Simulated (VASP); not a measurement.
Crystal: Cd2SO.

```xyz
4
Lattice="3.6508 0.0000 0.0000 0.0000 3.6508 0.0000 0.0000 0.0000 5.0329" Properties=species:S:1:pos:R:3 pbc="T T T"
O     0.0000    0.0000    0.0000
Cd    0.0000    0.0000    2.5164
Cd    1.8254    1.8254    0.0000
S     1.8254    1.8254    2.5164
```

The cell was built by a generator and needn't be a form met in nature.

Base run:

- Program: VASP 6.6.1
- Functional: r2SCAN
- Potentials or basis: VASP PAW PBE potentials, release 64 (O, Cd, S)
- Cutoff: 520 eV
- k mesh: 6 × 6 × 4
- Occupations: fermi-dirac, width 0.02 eV
- Spin: no spin polarisation

Its results: band gap on the k mesh 0.59 eV, indirect (least direct gap 1.52 eV); pressure 0.8 GPa.

**Question.** The run is repeated on the same cell with these changes: functional from r2SCAN to PBE; further incar settings from ALGO = Normal; EDIFF = 1e-06; NBANDS = 26 to ALGO = Normal; EDIFF = 1e-07; NBANDS = 26. What comes out?

**Answer.** Band gap on the k mesh 0.08 eV, indirect (least direct gap 1.01 eV); pressure 3.7 GPa.

Caveats: the PAW data sets were made with another functional, which shifts forces and pressure a little (some runs).

A k mesh can miss the band edges.
